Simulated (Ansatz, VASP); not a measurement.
**AlNi in two plane-wave programs**

Aim: how closely do two programs agree when they are given the same cell, functional and k mesh? The cell is taken from a series of runs on this material, whose earlier steps may have relaxed, scaled, displaced or heated it; both programs get it as it stands.

Method: plane waves, with VASP 6.6.1 beside it; PBEsol, in Ansatz 0.2.0.

**1. Set-up**

It takes space group P4/mmm (No. 123, tetragonal). The conventional cell has a = 2.884 Å, b = 2.884 Å, c = 2.805 Å, α = 90.00°, β = 90.00°, γ = 90.00°. Nearest to Al lie 8 Ni at 2.47 Å. Nearest to Ni lie 8 Al at 2.47 Å. Farther neighbours are not listed.

As a file:

```xyz
2
Lattice="2.8835 0.0000 0.0000 0.0000 2.8835 0.0000 0.0000 0.0000 2.8045" Properties=species:S:1:pos:R:3 pbc="T T T"
Al    0.0000    0.0000    0.0000
Ni    1.4418    1.4418    1.4023
```

**2. VASP: zone-centre phonons, PBEsol**

Second derivatives magnify differences that forces hide, and they need a tight electronic threshold.

Lines of VASP's logs that name or quote its potential files are left out, and so is its time.

Contents of INCAR:

```
SYSTEM = AlNi
PREC = Accurate
ENCUT = 600
EDIFF = 1E-08
NELM = 120
ISMEAR = 1
SIGMA = 0.2
LREAL = .FALSE.
ALGO = Normal
GGA = PS
NBANDS = 12
LASPH = .TRUE.
LORBIT = 11
LWAVE = .FALSE.
LCHARG = .FALSE.
ISIF = 2
IBRION = 8
GGA_COMPAT = .FALSE.
KPAR = 2
```

Contents of POSCAR:

```
AlNi
1.0
    2.8835169743      0.0000000000      0.0000000000
    0.0000000000      2.8835169743      0.0000000000
    0.0000000000      0.0000000000      2.8045043043
Al Ni
1 1
Direct
    0.0000000000      0.0000000000      0.0000000000
    0.5000000000      0.5000000000      0.5000000000
```

Contents of KPOINTS:

```
Automatic mesh
0
Gamma
16 16 16
0 0 0
```

The projector-augmented-wave data sets are Al and Ni (PBE family, release 64).

On the command line:

```
mpirun -np 2 vasp_std
```

Numbers of over 12 decimals in the logs are rounded to 6 here.

The log of the run:

```text
[banner, memory and clock lines left out]
running    2 mpi-ranks, on    1 nodes
 distrk:  each k-point on    1 cores,    2 groups
 distr:  one band on    1 cores,    1 groups

 POSCAR found type information on POSCAR AlNi
 POSCAR found :  2 types and       2 ions
|                                                                             |
|               ----> ADVICE to this user running VASP <----                  |
|                                                                             |
|     You enforced a specific xc type in the INCAR file but a different       |
|     [... a line on the potential file left out ...]
|     I HOPE YOU KNOW WHAT YOU ARE DOING!                                     |
|                                                                             |

 LDA part: xc-table for (Slater+PW92), standard interpolation
 POSCAR, INCAR and KPOINTS ok, starting setup
 FFT: planning ... GRIDC
 FFT: planning ... GRID_SOFT
 FFT: planning ... GRID
 WAVECAR not read
 entering main loop
       N       E                     dE             d eps       ncg     rms          rms(c)
DAV:   1     0.435449594873E+02    0.43545E+02   -0.61094E+03  9872   0.128E+03
DAV:   2    -0.114659407342E+02   -0.55011E+02   -0.50739E+02  9980   0.208E+02
DAV:   3    -0.132098613356E+02   -0.17439E+01   -0.17224E+01 11812   0.431E+01
DAV:   4    -0.132342624191E+02   -0.24401E-01   -0.24392E-01 10968   0.457E+00
DAV:   5    -0.132349809016E+02   -0.71848E-03   -0.71847E-03 11644   0.870E-01    0.129E+01
DAV:   6    -0.152220011117E+02   -0.19870E+01   -0.54335E+01 10808   0.118E+02    0.161E+01
DAV:   7    -0.116127137927E+02    0.36093E+01   -0.15677E+01 10892   0.697E+01    0.114E+00
DAV:   8    -0.115976495531E+02    0.15064E-01   -0.36861E-01 11892   0.716E+00    0.101E+00
DAV:   9    -0.115828928757E+02    0.14757E-01   -0.47635E-02 11784   0.316E+00    0.216E-01
DAV:  10    -0.115823732743E+02    0.51960E-03   -0.19976E-03 12052   0.672E-01    0.796E-02
DAV:  11    -0.115823759186E+02   -0.26443E-05   -0.60904E-05 11624   0.707E-02    0.244E-02
DAV:  12    -0.115823745057E+02    0.14129E-05   -0.69407E-06 12492   0.433E-02    0.392E-03
DAV:  13    -0.115823741394E+02    0.36634E-06   -0.19138E-07 13548   0.489E-03    0.135E-03
DAV:  14    -0.115823741240E+02    0.15363E-07   -0.34782E-08  7040   0.240E-03    0.749E-04
DAV:  15    -0.115823741455E+02   -0.21453E-07   -0.40657E-09  5620   0.111E-03    0.105E-04
DAV:  16    -0.115823741463E+02   -0.78421E-09   -0.54892E-10  5372   0.262E-04
   1 F= -.11582374E+02 E0= -.11582422E+02  d E =0.142093E-03
 Linear response reoptimize wavefunctions to high precision
DAV:   1    -0.115823741488E+02   -0.25461E-08   -0.40344E-10  5760   0.342E-04
DAV:   2    -0.115823741488E+02   -0.11596E-10   -0.40063E-11  5320   0.655E-05
 Linear response DOF=           4
 Linear response progress:
  Degree of freedom:   1/  4
       N       E                     dE             d eps       ncg     rms          rms(c)
RMM:   1    -0.595892675895E-02   -0.59589E-02    0.34172E-03 39130   0.655E-01
RMM:   2    -0.566258473850E-02    0.29634E-03   -0.11305E-04 26516   0.236E-01    0.605E-02
RMM:   3    -0.565414334397E-02    0.84414E-05   -0.11045E-04 28533   0.840E-02    0.299E-02
RMM:   4    -0.572952559206E-02   -0.75382E-04   -0.44374E-05 28520   0.506E-02    0.610E-03
RMM:   5    -0.573528439868E-02   -0.57588E-05   -0.25682E-06 28931   0.120E-02    0.167E-03
RMM:   6    -0.573583648101E-02   -0.55208E-06   -0.11921E-07 28797   0.281E-03    0.842E-04
RMM:   7    -0.573579494722E-02    0.41534E-07   -0.13410E-08 27217   0.127E-03    0.670E-04
RMM:   8    -0.573570480734E-02    0.90140E-07   -0.30187E-09 30283   0.410E-04    0.230E-04
RMM:   9    -0.573596921968E-02   -0.26441E-06   -0.27452E-10 30403   0.128E-04    0.117E-05
RMM:  10    -0.573593841040E-02    0.30809E-07    0.49517E-11 30758   0.437E-05    0.772E-06
RMM:  11    -0.573595587594E-02   -0.17466E-07   -0.32986E-11 30559   0.190E-05    0.231E-06
RMM:  12    -0.573595346788E-02    0.24081E-08   -0.57761E-12 30446   0.831E-06    0.777E-07
 first order change of Fermi-energy   0.37415E-04
 force on displaced ion       1 direction 1 :  -6.393   0.000   0.000
 Linear response progress:
  Degree of freedom:   2/  4
       N       E                     dE             d eps       ncg     rms          rms(c)
RMM:   1    -0.547382352474E-02   -0.54738E-02    0.11483E-03 21504   0.605E-01
RMM:   2    -0.519931754116E-02    0.27451E-03   -0.14545E-04 14864   0.214E-01    0.558E-02
RMM:   3    -0.519679557003E-02    0.25220E-05   -0.85834E-05 15863   0.741E-02    0.285E-02
RMM:   4    -0.526715589372E-02   -0.70360E-04   -0.35851E-05 15805   0.459E-02    0.571E-03
RMM:   5    -0.527271744889E-02   -0.55616E-05   -0.16420E-06 16114   0.106E-02    0.190E-03
RMM:   6    -0.527374811943E-02   -0.10307E-05    0.10415E-07 15098   0.315E-03    0.909E-04
RMM:   7    -0.527374934670E-02   -0.12273E-08   -0.29024E-08 14635   0.172E-03    0.509E-04
 first order change of Fermi-energy  -0.34556E-03
 force on displaced ion       1 direction 3 :   0.000  -0.000  -6.303
 Linear response progress:
  Degree of freedom:   3/  4
       N       E                     dE             d eps       ncg     rms          rms(c)
RMM:   1    -0.186741270437E+00   -0.18674E+00   -0.99292E-02 25804   0.266E+00
RMM:   2    -0.185282058549E+00    0.14592E-02   -0.16699E-03 25917   0.501E-01    0.133E-01
RMM:   3    -0.185295073515E+00   -0.13015E-04   -0.12649E-04 27714   0.965E-02    0.784E-02
RMM:   4    -0.185739465515E+00   -0.44439E-03   -0.18725E-04 29747   0.107E-01    0.538E-03
RMM:   5    -0.185716779340E+00    0.22686E-04   -0.34381E-06 30446   0.196E-02    0.337E-03
RMM:   6    -0.185709721079E+00    0.70583E-05   -0.22179E-07 27948   0.559E-03    0.240E-03
RMM:   7    -0.185698480845E+00    0.11240E-04   -0.94422E-08 29073   0.360E-03    0.475E-04
RMM:   8    -0.185692837900E+00    0.56429E-05   -0.96389E-09 31413   0.861E-04    0.709E-05
RMM:   9    -0.185692155739E+00    0.68216E-06   -0.17361E-09 31909   0.181E-04    0.139E-05
RMM:  10    -0.185692023623E+00    0.13212E-06   -0.10408E-09 32279   0.592E-05    0.912E-06
RMM:  11    -0.185692075544E+00   -0.51921E-07   -0.10979E-09 31842   0.305E-05    0.226E-06
RMM:  12    -0.185692077132E+00   -0.15884E-08   -0.93110E-10 32387   0.183E-05    0.694E-07
 first order change of Fermi-energy   0.65151E-03
 force on displaced ion       2 direction 1 :  -6.422   0.000   0.000
 Linear response progress:
  Degree of freedom:   4/  4
       N       E                     dE             d eps       ncg     rms          rms(c)
RMM:   1    -0.185537593255E+00   -0.18554E+00   -0.97749E-02 14349   0.266E+00
RMM:   2    -0.184280023780E+00    0.12576E-02   -0.17106E-03 14432   0.495E-01    0.130E-01
RMM:   3    -0.184246522013E+00    0.33502E-04   -0.12380E-04 15402   0.971E-02    0.772E-02
RMM:   4    -0.184634745883E+00   -0.38822E-03   -0.20160E-04 16467   0.112E-01    0.638E-03
RMM:   5    -0.184622120614E+00    0.12625E-04   -0.37880E-06 16760   0.215E-02    0.453E-03
RMM:   6    -0.184611760189E+00    0.10360E-04   -0.30503E-07 15201   0.564E-03    0.297E-03
RMM:   7    -0.184596351722E+00    0.15408E-04   -0.61873E-08 15555   0.304E-03    0.382E-04
RMM:   8    -0.184591800682E+00    0.45510E-05   -0.44594E-09 17479   0.816E-04    0.104E-04
RMM:   9    -0.184591281147E+00    0.51954E-06   -0.10854E-09 17459   0.327E-04    0.392E-05
RMM:  10    -0.184590995515E+00    0.28563E-06   -0.14580E-09 17546   0.107E-04    0.162E-05
RMM:  11    -0.184590825380E+00    0.17013E-06   -0.18294E-09 17733   0.417E-05    0.252E-06
RMM:  12    -0.184590875238E+00   -0.49858E-07   -0.18936E-09 17666   0.228E-05    0.104E-06
RMM:  13    -0.184590874533E+00    0.70498E-09   -0.19086E-09 15684   0.172E-05    0.249E-07
 first order change of Fermi-energy   0.26859E-02
 force on displaced ion       2 direction 3 :   0.000   0.000  -6.327
 Linear response finished
```

OUTCAR, selected parts (step 2):

```text
ion  position               nearest neighbor table
   1  0.000  0.000  0.000-   2 2.47   2 2.47   2 2.47   2 2.47   2 2.47   2 2.47   2 2.47   2 2.47

  LATTYP: Found a simple tetragonal cell.
 ALAT       =     2.8835169743
 C/A-ratio  =     0.9725985071

 Subroutine GETGRP returns: Found 16 space group operations
 (whereof 16 operations were pure point group operations)

The static configuration has the point symmetry D_4h.

 Found    405 irreducible k-points:

   k-points           NKPTS =    405   k-points in BZ     NKDIM =    405   number of bands    NBANDS=     12

   dimension x,y,z NGX =    24 NGY =   24 NGZ =   24
   dimension x,y,z NGXF=    48 NGYF=   48 NGZF=   48

   ENCUT  =  600.0 eV  44.10 Ry    6.64 a.u.   5.76  5.76  5.60*2*pi/ulx,y,z

   NELECT =      13.0000    total number of electrons

 k-points in reciprocal lattice and weights: Automatic mesh
   0.00000000  0.00000000  0.00000000       0.000
   0.06250000  0.00000000  0.00000000       0.001
   0.12500000  0.00000000  0.00000000       0.001
   0.18750000  0.00000000  0.00000000       0.001
   0.25000000  0.00000000  0.00000000       0.001
   0.31250000  0.00000000  0.00000000       0.001
   0.37500000  0.00000000  0.00000000       0.001
   0.43750000  0.00000000  0.00000000       0.001
   0.50000000  0.00000000  0.00000000       0.000
[...]
0.50000000  0.43750000  0.50000000       0.001
   0.50000000  0.50000000  0.50000000       0.000

 average (electrostatic) potential at core
       1 -69.4389       2 -81.0487

  Total        0.0192767      0.0192767      0.4419370      0.0000000     -0.0000000      0.0000000
  in kB        1.3244692      1.3244692     30.3647561      0.0000000     -0.0000000      0.0000000
  external PRESSURE =      11.0045648 kB  Pullay stress =       0.0000000 kB

  energy-cutoff  :      600.00
  volume of cell :       23.32
      direct lattice vectors                 reciprocal lattice vectors
     2.883516974  0.000000000  0.000000000     0.346798721  0.000000000  0.000000000
     0.000000000  2.883516974  0.000000000     0.000000000  0.346798721  0.000000000
     0.000000000  0.000000000  2.804504304     0.000000000  0.000000000  0.356569251

 POSITION                                       TOTAL-FORCE (eV/Angst)
 -----------------------------------------------------------------------------------
      0.00000      0.00000      0.00000         0.000000      0.000000      0.000000
      1.44176      1.44176      1.40225         0.000000      0.000000      0.000000
 -----------------------------------------------------------------------------------
    total drift:                                0.000000      0.000000     -0.000000

 Eigenvectors and eigenvalues of the dynamical matrix
 ----------------------------------------------------

   1 f  =    9.200673 THz    57.809535 2PiTHz  306.901423 cm-1    38.050910 meV
             X         Y         Z           dx          dy          dz
      0.000000  0.000000  0.000000     0.000000    0.827084   -0.000000
      1.441758  1.441758  1.402252    -0.000000   -0.562079    0.000000

   2 f  =    9.200673 THz    57.809535 2PiTHz  306.901423 cm-1    38.050910 meV
             X         Y         Z           dx          dy          dz
      0.000000  0.000000  0.000000     0.827084   -0.000000    0.000000
      1.441758  1.441758  1.402252    -0.562079    0.000000   -0.000000

   3 f  =    9.134627 THz    57.394557 2PiTHz  304.698373 cm-1    37.777767 meV
             X         Y         Z           dx          dy          dz
      0.000000  0.000000  0.000000    -0.000000   -0.000000   -0.827185
      1.441758  1.441758  1.402252    -0.000000    0.000000    0.561930

   4 f/i=    0.008137 THz     0.051126 2PiTHz    0.271417 cm-1     0.033651 meV
             X         Y         Z           dx          dy          dz
      0.000000  0.000000  0.000000     0.000000    0.000000    0.561930
      1.441758  1.441758  1.402252     0.000000    0.000000    0.827185

   5 f/i=    0.009850 THz     0.061888 2PiTHz    0.328554 cm-1     0.040735 meV
             X         Y         Z           dx          dy          dz
      0.000000  0.000000  0.000000    -0.195169   -0.527107    0.000000
      1.441758  1.441758  1.402252    -0.287186   -0.775624    0.000000

   6 f/i=    0.009850 THz     0.061888 2PiTHz    0.328554 cm-1     0.040735 meV
             X         Y         Z           dx          dy          dz
      0.000000  0.000000  0.000000    -0.527107    0.195169   -0.000000
      1.441758  1.441758  1.402252    -0.775624    0.287186   -0.000000

 ELASTIC MODULI CONTR FROM IONIC RELAXATION (kBar)
 Direction    XX          YY          ZZ          XY          YZ          ZX
 --------------------------------------------------------------------------------
 XX           0.0000      0.0000      0.0000      0.0000      0.0000      0.0000
 YY           0.0000      0.0000      0.0000      0.0000      0.0000      0.0000
 ZZ           0.0000      0.0000      0.0000      0.0000      0.0000      0.0000
 XY           0.0000      0.0000      0.0000      0.0000      0.0000      0.0000
 YZ           0.0000      0.0000      0.0000      0.0000      0.0000      0.0000
 ZX           0.0000      0.0000      0.0000      0.0000      0.0000      0.0000
 --------------------------------------------------------------------------------
```

This run has no spin polarisation, so a moment on Ni, if there is one, isn't seen. Its electron count is odd, so without a moment it is a metal by construction. Energies printed during the response cycles are not total energies of the cell. The PAW data sets were made with PBE, which is usual practice but a small mismatch for other functionals.

[end of part 1 of 2]

[Lines on the potential files, build, host, timing and source positions are cut from VASP's logs without a mark.]

[Logs are printed without paths, hosts, clocks, repeated set-up lines and the standing remarks that a program may print on its own settings, such as how far it seeks lower states.]

[Hosts, paths, dates, database ids (printed as entryN), source tags and the programs' standing remarks are cut or masked in the printed files.]
